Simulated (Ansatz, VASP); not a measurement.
## One calculation of Al3Te, two programs

File INCAR:

```
ALGO = Normal
EDIFF = 1E-6
EDIFFG = -0.04
ENCUT = 600
GGA = PE
IBRION = 2
ISIF = 3
ISMEAR = 0
LASPH = T
LCHARG = F
LREAL = F
LWAVE = F
NELM = 60
NSW = 90
PREC = Accurate
SIGMA = 0.1
```

The input KPOINTS:

```
k-points
0
Gamma
  4 4 4
```

Contents of POSCAR:

```
Al3Te
1.0
    4.2401371277      0.0000000000      0.0000000000
    0.0000000000      4.2401371277      0.0000000000
    0.0000000000      0.0000000000      4.2401371277
Al Te
3 1
Direct
    0.0000000000      0.5000000000      0.5000000000
    0.5000000000      0.0000000000      0.5000000000
    0.5000000000      0.5000000000      0.0000000000
    0.0000000000      0.0000000000      0.0000000000
```

Input for Ansatz:

```yaml
crystal:
  lattice:
    - [4.2401371277, 0.0, 0.0]
    - [0.0, 4.2401371277, 0.0]
    - [0.0, 0.0, 4.2401371277]
  atoms:
    - { symbol: Al, position: [0.0, 0.5, 0.5] }
    - { symbol: Al, position: [0.5, 0.0, 0.5] }
    - { symbol: Al, position: [0.5, 0.5, 0.0] }
    - { symbol: Te, position: [0.0, 0.0, 0.0] }
basis:
  ecutwfc: 420
kpoints:
  mp_grid: { grid: [4, 4, 4] }
hamiltonian:
  xc: pbe
scf:
  occupations: { method: gaussian, width: 0.1 }
  lower_state_search: "off"
output:
  forces: true
  stress: true
  eigenvalues: true
relax:
  adjacent_minimum: "off"
  f_tol: 0.04
  max_steps: 70
  cell: { stress_tol: 0.4 }
```

Alike in both runs: task relaxation of cell and atoms; functional PBE; k mesh 4 × 4 × 4; occupations gaussian, width 0.1 eV; no spin polarisation.

|  | VASP | Ansatz |
| --- | --- | --- |
| version | VASP 6.6.1 | Ansatz 0.2.0 |
| potentials or method | VASP PAW PBE potentials, release 64 (Al, Te) | scalar-relativistic, plane waves, PAW |
| plane-wave cutoff (eV) | 600 | 420 |
| valence electrons in the cell | 15 | 25 |

```csv
,VASP,Ansatz,Ansatz less VASP
"gap on the k mesh at the Fermi level, each at its own relaxed structure (eV)",none,none,-
relaxed volume (Å³/atom),20.86,20.83,-0.039
relaxed cell length with the largest relative difference (Å),4.370,4.367,-0.0027
energy change over the relaxation (meV/atom),-32,-31,+0.2
```

A gap of «none» marks a metal or a gap that the smearing closes. The two sets of potentials don't hold the same shells in valence.

Caveats: the k mesh is coarse (spacing up to 0.37 Å⁻¹), so the values aren't converged. The runs have no spin-orbit coupling, so splittings on Te are missing.
